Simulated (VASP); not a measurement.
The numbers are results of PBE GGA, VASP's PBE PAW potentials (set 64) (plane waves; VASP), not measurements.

Input for VASP

POSCAR:
```
GaSb
1
    0.0000000000     3.1012540000     3.0807420000
    3.1128740000     0.0000000000     3.0807420000
    3.1128740000     3.1012540000     0.0000000000
Ga Sb
1 1
Direct
  0.0000000000   0.0000000000   0.0000000000
  0.2425810000   0.2574190000   0.2574190000
```

**INCAR**
```
SYSTEM  =  GaSb
PREC  =  Accurate; ENCUT  =  400; LREAL  =  .FALSE.
LASPH  =  .TRUE.
EDIFF  =  1E-6; NELM  =  100; ALGO  =  Normal
LMAXMIX  =  4
ISMEAR  =  0; SIGMA  =  0.05
GGA  =  PE
ISIF  =  2
LWAVE  =  .FALSE.; LCHARG  =  .FALSE.
```

File KPOINTS:
```
Automatic mesh
0
gamma
 4 4 4
0 0 0
```

POTCAR, in this order: Ga_d Sb (PBE.64 set). Program: vasp_std.

Gaps are read on the run's mesh, which can miss a band edge. Unless said otherwise, spin-orbit coupling is left out, though it shifts the bands of the heavy elements here.

Problem. Predict the energy per atom (σ→0), pressure, band gap (on the k-mesh).

Solution. 
```yaml
energy per atom (σ→0): -3.589 eV/atom
band gap (on the k-mesh): 0.16 eV
pressure: 1.03 GPa
```

OSZICAR:
```
...
DAV:   7    -0.717629720179E+01    0.12415E-01   -0.49736E-02   699   0.193E+00    0.372E-01
DAV:   8    -0.717777723541E+01   -0.14800E-02   -0.56852E-03   683   0.981E-01    0.844E-02
DAV:   9    -0.717844002292E+01   -0.66279E-03   -0.92180E-04   649   0.273E-01    0.364E-02
DAV:  10    -0.717851154248E+01   -0.71520E-04   -0.72980E-05   762   0.619E-02    0.999E-03
DAV:  11    -0.717854112129E+01   -0.29579E-04   -0.47212E-05   639   0.590E-02    0.519E-03
DAV:  12    -0.717854238019E+01   -0.12589E-05   -0.19663E-06   686   0.130E-02    0.833E-04
DAV:  13    -0.717854220278E+01    0.17741E-06   -0.74767E-08   337   0.223E-03
   1 F= -.71785422E+01 E0= -.71785028E+01  d E =-.787094E-04
```

The compound is GaSb in the zinc blende structure. The cell was not relaxed at this level, atoms are displaced from their ideal sites. The k-mesh is coarse (spacing up to 0.44 per Å, 2π included), so the numbers may not be converged in it. The run is one of a series of settings (KPOINTS 4×4×4 Γ-centred mesh against the base run), some of them coarse on purpose.
